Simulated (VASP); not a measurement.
Energy against volume of MnF$_{2}$ (rutile). Level of theory: revTPSS meta-GGA, VASP's PBE PAW potentials (set 64) (plane waves; VASP 6.6.1). Settings: 520 eV cut-off, 5×5×7 Γ-centred mesh, Gaussian smearing of 0.050 eV, potentials Mn_pv F.

Shape and ions are relaxed at each volume.

```json
[
 {"V (Å³/atom)": "12.257", "E (eV/atom)": "-6.97741"},
 {"V (Å³/atom)": "12.649", "E (eV/atom)": "-6.99305"},
 {"V (Å³/atom)": "13.040", "E (eV/atom)": "-7.00026"},
 {"V (Å³/atom)": "13.431", "E (eV/atom)": "-7.00047"}
]
```

**Question.** Fit these four points and predict the energy of the run at 13.822 Å³/atom.

**Answer.** A cubic in V^(−2/3), the third-order Birch-Murnaghan form, passes through the four points with V0 = 13.25 Å³/atom and B0 = 88 GPa, and gives -6.9948 eV/atom there. The run gave -6.9948 eV/atom, -0.0 meV/atom from the fit; all five points give B0 = 88 GPa.

The compound is MnF2 in the rutile structure. It was relaxed first.
